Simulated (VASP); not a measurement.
Shape and ions are relaxed at each volume.

Energy against volume of Mg (hcp). Calculation: optB86b-vdW, VASP's PBE PAW potentials (set 64) (plane waves; VASP).

```
V (Å³/atom)  E (eV/atom)
-----------  -----------
21.204          -0.07356
21.881          -0.08175
22.557          -0.08444
23.234          -0.08244
23.911          -0.07650
```

**Question.** Fit a third-order Birch-Murnaghan equation of state.

**Answer.** 
```json
{
  "volume_per_atom": "22.59 Å³/atom",
  "bulk_modulus": "36.5 GPa",
  "pressure_derivative_of_the_bulk_modulus": "4.51"
}
```

Measured: bulk modulus 38.6 GPa at 0 K (computed value off by -5.4 %), as given by K. Lejaeghere et al., Critical reviews in solid state and materials sciences/CRC critical reviews in solid state and materials sciences (2013), arXiv:1204.2733 [extrapolated to 0 K and zero-point effects removed (source: thermally corrected experimental values)].

The compound is Mg in the hcp structure. It was relaxed first.
